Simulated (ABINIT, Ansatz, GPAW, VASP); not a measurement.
Code comparison for NiS₂ (P2_1, 6 atoms in the cell)

Self-consistent single point.

```xyz
6
Lattice="4.0777 0.0000 0.0000 0.0000 5.2015 0.0000 -2.0103 0.0000 4.8802" Properties=species:S:1:pos:R:3 pbc="T T T"
Ni     1.5559     4.3359     3.6576
Ni     0.5115     1.7352     1.2226
S      0.2519     4.9414     2.0356
S      1.8155     2.3407     2.8446
S      1.2818     1.1258     4.4778
S      0.7855     3.7265     0.4024
```

Shared settings, as Ansatz (a program for electronic structure) writes them: kpoints.mp_grid.grid = 2 2 2; scf.occupations.method = fermi_dirac; scf.occupations.width = 0.02 eV. Potentials and cutoffs stand in the table.

```json
[
 {"code": "ABINIT", "model": "PBEsol, PAW (JTH v2.0 PBE PAW, files made for PBE)", "pressure (GPa)": "-2.95", "largest force (eV/Å)": "0.588", "gap on the mesh (eV)": "0.211", "cutoff": "60 Ry"},
 {"code": "VASP", "model": "PBEsol, VASP's PBE PAW potentials (set 64)", "pressure (GPa)": "-0.75", "largest force (eV/Å)": "0.566", "gap on the mesh (eV)": "–", "cutoff": "300 eV"},
 {"code": "Ansatz", "model": "PBEsol, default PAW files made with PBE", "pressure (GPa)": "-0.36", "largest force (eV/Å)": "0.626", "gap on the mesh (eV)": "0.199", "cutoff": "default"},
 {"code": "GPAW", "model": "PBEsol, GPAW PAW datasets PBEsol (made by gpaw-setup)", "pressure (GPa)": "0.38", "largest force (eV/Å)": "0.648", "gap on the mesh (eV)": "0.219", "cutoff": "850 eV"}
]
```

Size of the force on each atom (eV/Å): Sizes of forces hide their directions.

| code | Ni1 | Ni2 | S3 | S4 | S5 | S6 |
|---|---|---|---|---|---|---|
| ABINIT | 0.016 | 0.016 | 0.588 | 0.588 | 0.568 | 0.568 |
| VASP | 0.018 | 0.018 | 0.566 | 0.566 | 0.545 | 0.545 |
| Ansatz | 0.018 | 0.018 | 0.626 | 0.626 | 0.606 | 0.606 |
| GPAW | 0.018 | 0.018 | 0.648 | 0.648 | 0.626 | 0.626 |

A dash marks a value that a program does not give, or that is left out as unsure.

No gap is tabulated for VASP: it is not read from that output, or partly filled or unconverged empty levels leave it unsure.

Gaps are read on the mesh. Another mesh or the band path gives a smaller gap, so these values are not converged in the mesh.

On Ansatz's run: spin polarisation is off, so a magnetic state, if there is one, cannot be reached.

The spread over the programs that give each value: pressure within 3.33 GPa; largest force within 0.082 eV/Å; gap on the mesh within 0.020 eV.

Ansatz's pressure is given at a fixed set of plane waves, as the other plane-wave codes print theirs. In the pressure, ABINIT (by 2.39) lies more than 1 GPa from the median of the plane-wave programs.

On the base mesh (6 5 5) the same programs gave: GPAW pressure -0.66 GPa, gap on the mesh 0.148 eV; Ansatz pressure -1.38 GPa, gap on the mesh 0.133 eV; ABINIT pressure -3.97 GPa, gap on the mesh 0.144 eV; VASP pressure -1.78 GPa.

The values differ from the base mesh's, so the mesh still matters here: the table compares the programs at equal settings.

VASP's run is marked for a possible Pulay error in its stress at this cutoff; no cutoff test was made.

The starting cell comes from a database of computed structures (which also holds hypothetical and non-ambient phases and stackings), without a prior relaxation at this level.

Left out of this page: CP2K (on another mesh); SIESTA (not drawn, or without a comparable value).

Keys are those of Ansatz 0.2.
